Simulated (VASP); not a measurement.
Computed with r2SCAN meta-GGA, VASP's PBE PAW potentials (set 64) (plane waves; VASP).

VASP ran on this input.

### INCAR
```
SYSTEM  =  TiC(110) slab
PREC  =  Normal; ENCUT  =  450; LREAL  =  .FALSE.
LASPH  =  .TRUE.
EDIFF  =  1E-5; NELM  =  100; NELMIN  =  4
ALGO  =  Normal; LMAXMIX  =  4; LMIXTAU  =  .TRUE.
ISMEAR  =  1; SIGMA  =  0.1
METAGGA  =  R2SCAN
IBRION  =  2; NSW  =  50; ISIF  =  2
EDIFFG  =  -0.03
LWAVE  =  .TRUE.; LCHARG  =  .FALSE.
DIPOL  =  0.5 0.5 0.5
LDIPOL  =  .TRUE.; IDIPOL  =  3
```

POSCAR:
```
TiC(110) slab
1
    3.0635934517    -0.0000000000    -0.0000000000
   -0.0000000000     4.3325759221     0.0000000000
    0.0000000000     0.0000000000    24.1997048733
Ti C
6 6
Direct
  0.0000000000   0.0000000000   0.3417550000
  0.5000000000   0.5000000000   0.4050530000
  0.0000000000   0.0000000000   0.4683510000
  0.5000000000   0.5000000000   0.5316490000
  0.0000000000   0.0000000000   0.5949470000
  0.5000000000   0.5000000000   0.6582450000
  0.5000000000   0.0000000000   0.4050530000
  0.0000000000   0.5000000000   0.3417550000
  0.5000000000   0.0000000000   0.5316490000
  0.0000000000   0.5000000000   0.4683510000
  0.5000000000   0.0000000000   0.6582450000
  0.0000000000   0.5000000000   0.5949470000
```

File KPOINTS:
```
kpoints
0
Gamma
 9 7 1
```

POTCAR, in this order: Ti_sv C (PBE.64 set). Program: vasp_std.

Output of the run:

File OSZICAR:
```
...
DAV:   5    -0.142777428337E+03   -0.29694E-03   -0.17845E-03  2669   0.338E-01    0.311E-02
DAV:   6    -0.142777014467E+03    0.41387E-03   -0.50047E-04  2539   0.168E-01    0.174E-02
DAV:   7    -0.142777026503E+03   -0.12037E-04   -0.47277E-04  1912   0.120E-01    0.115E-02
DAV:   8    -0.142777121101E+03   -0.94597E-04   -0.13142E-04  1819   0.682E-02    0.513E-03
DAV:   9    -0.142776891514E+03    0.22959E-03   -0.11315E-04  1816   0.628E-02    0.214E-03
DAV:  10    -0.142777332140E+03   -0.44063E-03   -0.12509E-04  1816   0.547E-02    0.131E-03
DAV:  11    -0.142777273215E+03    0.58925E-04   -0.43766E-05  1717   0.415E-02    0.863E-04
DAV:  12    -0.142777264230E+03    0.89856E-05   -0.41151E-05  1800   0.379E-02
   7 F= -.14277726E+03 E0= -.14277697E+03  d E =-.725763E-02
       N       E                     dE             d eps       ncg     rms          rms(c)
DAV:   1    -0.142776282551E+03    0.99066E-03   -0.48176E-01  2311   0.476E+00    0.162E-01
DAV:   2    -0.142778070338E+03   -0.17878E-02   -0.28679E-02  2960   0.104E+00    0.164E-01
DAV:   3    -0.142778263514E+03   -0.19318E-03   -0.33501E-03  3166   0.468E-01    0.900E-02
DAV:   4    -0.142778378686E+03   -0.11517E-03   -0.11371E-03  2473   0.236E-01    0.557E-02
DAV:   5    -0.142778407404E+03   -0.28718E-04   -0.83408E-04  2499   0.218E-01    0.179E-02
DAV:   6    -0.142778067745E+03    0.33966E-03   -0.22656E-04  2136   0.109E-01    0.974E-03
DAV:   7    -0.142778112165E+03   -0.44421E-04   -0.32421E-04  1863   0.994E-02    0.637E-03
DAV:   8    -0.142778215535E+03   -0.10337E-03   -0.53172E-05  1748   0.438E-02    0.328E-03
DAV:   9    -0.142778260157E+03   -0.44622E-04   -0.29012E-05  1641   0.346E-02    0.122E-03
DAV:  10    -0.142778310313E+03   -0.50157E-04   -0.34077E-05  1650   0.354E-02    0.860E-04
DAV:  11    -0.142778403175E+03   -0.92862E-04   -0.27975E-05  1693   0.305E-02    0.656E-04
DAV:  12    -0.142778387066E+03    0.16109E-04   -0.17556E-05  1597   0.287E-02    0.581E-04
DAV:  13    -0.142778432068E+03   -0.45002E-04   -0.11937E-05  1689   0.208E-02    0.389E-04
DAV:  14    -0.142778456038E+03   -0.23970E-04   -0.21843E-05  1621   0.279E-02    0.400E-04
DAV:  15    -0.142778469805E+03   -0.13766E-04   -0.44217E-06  1698   0.133E-02    0.302E-04
DAV:  16    -0.142778482718E+03   -0.12913E-04   -0.52118E-06  1472   0.146E-02    0.252E-04
DAV:  17    -0.142778486557E+03   -0.38388E-05   -0.29544E-06  1424   0.130E-02
   8 F= -.14277849E+03 E0= -.14277794E+03  d E =-.847996E-02
       N       E                     dE             d eps       ncg     rms          rms(c)
DAV:   1    -0.142755560648E+03    0.22922E-01   -0.19865E+00  2481   0.141E+01    0.339E-01
DAV:   2    -0.142773948051E+03   -0.18387E-01   -0.27892E-01  2345   0.278E+00    0.242E-01
DAV:   3    -0.142779491778E+03   -0.55437E-02   -0.18632E-02  3253   0.856E-01    0.147E-01
DAV:   4    -0.142781515146E+03   -0.20234E-02   -0.14952E-03  2771   0.259E-01    0.845E-02
DAV:   5    -0.142782380562E+03   -0.86542E-03   -0.10185E-03  3128   0.300E-01    0.434E-02
DAV:   6    -0.142782626247E+03   -0.24568E-03   -0.35363E-04  2989   0.164E-01    0.121E-02
DAV:   7    -0.142782573930E+03    0.52317E-04   -0.11050E-04  2315   0.728E-02    0.832E-03
DAV:   8    -0.142782663915E+03   -0.89986E-04   -0.43347E-05  1988   0.391E-02    0.406E-03
DAV:   9    -0.142782701134E+03   -0.37218E-04   -0.23119E-05  1687   0.311E-02    0.266E-03
DAV:  10    -0.142782718342E+03   -0.17208E-04   -0.77950E-06  1584   0.211E-02    0.158E-03
DAV:  11    -0.142782790983E+03   -0.72641E-04   -0.80515E-06  1445   0.195E-02    0.947E-04
DAV:  12    -0.142782826357E+03   -0.35374E-04   -0.30028E-06  1372   0.116E-02    0.762E-04
DAV:  13    -0.142782826577E+03   -0.22074E-06   -0.79821E-06  1489   0.126E-02
   9 F= -.14278283E+03 E0= -.14278230E+03  d E =-.434002E-02
       N       E                     dE             d eps       ncg     rms          rms(c)
DAV:   1    -0.142779031504E+03    0.37949E-02   -0.30327E-01  2474   0.552E+00    0.132E-01
DAV:   2    -0.142781502646E+03   -0.24711E-02   -0.43217E-02  2298   0.109E+00    0.951E-02
DAV:   3    -0.142782262086E+03   -0.75944E-03   -0.29454E-03  3174   0.342E-01    0.582E-02
DAV:   4    -0.142782821461E+03   -0.55938E-03   -0.30303E-04  2569   0.111E-01    0.338E-02
DAV:   5    -0.142782959794E+03   -0.13833E-03   -0.20028E-04  2443   0.129E-01    0.167E-02
DAV:   6    -0.142783049228E+03   -0.89434E-04   -0.62893E-05  2323   0.708E-02    0.494E-03
DAV:   7    -0.142783080847E+03   -0.31619E-04   -0.21343E-05  1811   0.347E-02    0.306E-03
DAV:   8    -0.142783110054E+03   -0.29207E-04   -0.11753E-05  1715   0.256E-02    0.172E-03
DAV:   9    -0.142783171743E+03   -0.61689E-04   -0.65326E-06  1493   0.172E-02    0.122E-03
DAV:  10    -0.142783136302E+03    0.35441E-04   -0.47633E-06  1393   0.200E-02    0.742E-04
DAV:  11    -0.142783179414E+03   -0.43113E-04   -0.30707E-06  1397   0.123E-02    0.472E-04
DAV:  12    -0.142783191262E+03   -0.11848E-04   -0.30659E-06  1332   0.146E-02    0.461E-04
DAV:  13    -0.142783181555E+03    0.97069E-05   -0.71568E-07  1319   0.573E-03
  10 F= -.14278318E+03 E0= -.14278269E+03  d E =-.469500E-02
       N       E                     dE             d eps       ncg     rms          rms(c)
DAV:   1    -0.142781370287E+03    0.18210E-02   -0.23028E-01  2497   0.493E+00    0.122E-01
DAV:   2    -0.142782584206E+03   -0.12139E-02   -0.27839E-02  2389   0.105E+00    0.134E-01
DAV:   3    -0.142782755346E+03   -0.17114E-03   -0.21358E-03  3253   0.359E-01    0.737E-02
DAV:   4    -0.142783287338E+03   -0.53199E-03   -0.36167E-04  2586   0.150E-01    0.479E-02
DAV:   5    -0.142783550813E+03   -0.26348E-03   -0.25889E-04  2797   0.143E-01    0.165E-02
DAV:   6    -0.142783543367E+03    0.74460E-05   -0.73156E-05  2322   0.729E-02
  11 F= -.14278354E+03 E0= -.14278311E+03  d E =-.361812E-03
       N       E                     dE             d eps       ncg     rms          rms(c)
DAV:   1    -0.142783105120E+03    0.44569E-03   -0.61843E-02  2497   0.257E+00    0.636E-02
DAV:   2    -0.142783310955E+03   -0.20584E-03   -0.74473E-03  2382   0.539E-01    0.689E-02
DAV:   3    -0.142783259501E+03    0.51454E-04   -0.57174E-04  3162   0.185E-01    0.377E-02
DAV:   4    -0.142783521601E+03   -0.26210E-03   -0.10647E-04  2265   0.795E-02    0.242E-02
DAV:   5    -0.142783703237E+03   -0.18164E-03   -0.81216E-05  2187   0.769E-02    0.822E-03
DAV:   6    -0.142783736029E+03   -0.32792E-04   -0.25272E-05  1885   0.395E-02    0.411E-03
DAV:   7    -0.142783792040E+03   -0.56011E-04   -0.71954E-06  1479   0.217E-02    0.213E-03
DAV:   8    -0.142783862566E+03   -0.70526E-04   -0.10404E-05  1548   0.223E-02    0.101E-03
DAV:   9    -0.142783904038E+03   -0.41472E-04   -0.33496E-06  1362   0.122E-02    0.765E-04
DAV:  10    -0.142783908117E+03   -0.40788E-05   -0.36634E-06  1384   0.142E-02
  12 F= -.14278391E+03 E0= -.14278350E+03  d E =-.726561E-03
       N       E                     dE             d eps       ncg     rms          rms(c)
DAV:   1    -0.142779418630E+03    0.44854E-02   -0.28632E-01  2618   0.619E+00    0.142E-01
DAV:   2    -0.142781886538E+03   -0.24679E-02   -0.48258E-02  2312   0.113E+00    0.934E-02
DAV:   3    -0.142783180660E+03   -0.12941E-02   -0.27044E-03  2914   0.337E-01    0.579E-02
DAV:   4    -0.142783999823E+03   -0.81916E-03   -0.74824E-04  2444   0.147E-01    0.255E-02
DAV:   5    -0.142784048198E+03   -0.48376E-04   -0.11828E-04  2815   0.940E-02    0.115E-02
DAV:   6    -0.142784185107E+03   -0.13691E-03   -0.73003E-05  2195   0.706E-02    0.698E-03
DAV:   7    -0.142784102258E+03    0.82849E-04   -0.16369E-05  1713   0.343E-02    0.311E-03
DAV:   8    -0.142784197255E+03   -0.94997E-04   -0.10264E-05  1554   0.249E-02    0.218E-03
DAV:   9    -0.142784240585E+03   -0.43330E-04   -0.90876E-06  1529   0.215E-02    0.151E-03
DAV:  10    -0.142784241781E+03   -0.11964E-05   -0.26145E-06  1443   0.112E-02
  13 F= -.14278424E+03 E0= -.14278382E+03  d E =-.333664E-03
```

OUTCAR:
```
------------------------ aborting loop because EDIFF is reached ----------------------------------------
  FORCE on cell =-STRESS in cart. coord.  units (eV):
  Direction    XX          YY          ZZ          XY          YZ          ZX
  --------------------------------------------------------------------------------------
  Total        7.8698982     -8.5211206     -0.4358114      0.0000000      0.0000000      0.0000000
  in kB       39.2547588    -42.5030316     -2.1738110      0.0000000      0.0000000      0.0000000
  external PRESSURE =      -1.8073613 kB  Pullay stress =       0.0000000 kB
  volume of cell :      321.21
      direct lattice vectors                 reciprocal lattice vectors
     3.063593452  0.000000000  0.000000000     0.326414068  0.000000000  0.000000000
     0.000000000  4.332575922  0.000000000     0.000000000  0.230809573  0.000000000
     0.000000000  0.000000000 24.199704873     0.000000000  0.000000000  0.041322818
 POSITION                                       TOTAL-FORCE (eV/Angst)
 -----------------------------------------------------------------------------------
      0.00000      0.00000      8.42079         0.000000      0.000000     -0.003201
      1.53180      2.16629      9.74424         0.000000      0.000000     -0.004130
      0.00000      0.00000     11.39274         0.000000      0.000000      0.013127
      1.53180      2.16629     12.80696         0.000000      0.000000     -0.013127
      0.00000      0.00000     14.45547         0.000000      0.000000      0.004130
      1.53180      2.16629     15.77892         0.000000      0.000000      0.003201
      1.53180      0.00000      9.73757         0.000000      0.000000     -0.003289
      0.00000      2.16629      8.31716         0.000000      0.000000      0.014914
      1.53180      0.00000     12.83277         0.000000      0.000000      0.016743
      0.00000      2.16629     11.36694         0.000000      0.000000     -0.016743
      1.53180      0.00000     15.88255         0.000000      0.000000     -0.014914
      0.00000      2.16629     14.46213         0.000000      0.000000      0.003289
 -----------------------------------------------------------------------------------
    total drift:                                0.000000      0.000000     -0.000000
  FREE ENERGIE OF THE ION-ELECTRON SYSTEM (eV)
  ---------------------------------------------------
  free  energy   TOTEN  =      -142.7842417811 eV

  energy  without entropy=     -142.7829771655  energy(sigma->0) =     -142.78382024

 reached required accuracy - stopping structural energy minimisation
```
(Selected blocks of OUTCAR.)

File CONTCAR:
```
TiC(110) slab
   1.00000000000000
     3.0635934517000001    0.0000000000000000    0.0000000000000000
     0.0000000000000000    4.3325759221000002    0.0000000000000000
     0.0000000000000000    0.0000000000000000   24.1997048733000000
  Ti              C
     6     6
Direct
     0.0000000000000000    0.0000000000000000    0.3479707114359460
     0.5000000000000000    0.5000000000000000    0.4026593763200870
     0.0000000000000000    0.0000000000000000    0.4707801680905617
     0.5000000000000000    0.5000000000000000    0.5292198319094383
     0.0000000000000000    0.0000000000000000    0.5973406236799131
     0.5000000000000000    0.5000000000000000    0.6520292885640538
     0.5000000000000000    0.0000000000000000    0.4023840296001310
     0.0000000000000000    0.5000000000000000    0.3436883471711713
     0.5000000000000000    0.0000000000000000    0.5302860815500667
     0.0000000000000000    0.5000000000000000    0.4697139184499332
     0.5000000000000000    0.0000000000000000    0.6563116528288288
     0.0000000000000000    0.5000000000000000    0.5976159703998689
```

**OUTCAR**
```
 val. band max:        1.3638440576   @ k =   0.4444   0.0000   0.0000

 cond. band min:       1.3821434279   @ k =   0.1111   0.0000   0.0000


 Fermi energy:         1.3741879712

 k-point     1 :       0.0000    0.0000    0.0000
  band No.  band energies     occupation
      1     -57.8890      2.00000
      2     -57.8888      2.00000
      3     -57.6829      2.00000
      4     -57.6188      2.00000
      5     -57.3650      2.00000
      6     -57.3635      2.00000
      7     -33.3846      2.00000
      8     -33.3797      2.00000
      9     -33.0672      2.00000
     10     -33.0667      2.00000
     11     -33.0601      2.00000
     12     -32.9816      2.00000
     13     -32.9686      2.00000
     14     -32.9443      2.00000
     15     -32.9330      2.00000
     16     -32.8194      2.00000
     17     -32.7562      2.00000
     18     -32.7080      2.00000
     19     -32.6240      2.00000
     20     -32.5819      2.00000
     21     -32.5585      2.00000
     22     -32.5475      2.00000
     23     -32.4705      2.00000
     24     -32.4676      2.00000
     25     -11.5590      2.00000
     26     -10.6677      2.00000
     27      -9.5377      2.00000
     28      -9.4192      2.00000
     29      -8.7156      2.00000
     30      -8.4848      2.00000
     31      -3.4204      2.00000
     32      -2.4820      2.00000
     33      -2.3330      2.00000
     34      -2.2001      2.00000
     35      -2.0923      2.00000
     36      -1.3996      2.00000
     37      -1.3963      2.00000
     38      -1.2985      2.00000
     39      -1.0303      2.00000
     40      -0.5075      2.00000
     41      -0.4452      2.00000
     42      -0.4100      2.00000
     43      -0.2207      2.00000
     44       0.3266      2.00000
     45       0.5001      2.00000
     46       1.2403      2.06749
     47       1.5156     -0.06250
     48       1.5254     -0.05419
     49       1.8003     -0.00000
     50       2.2493     -0.00000
     51       2.3489     -0.00000
...
```

At this cut-off the stress carries a Pulay error, which pulls relaxed volumes low.

The cell is a thin slab with vacuum, built from TiC (rock salt): (110) face.
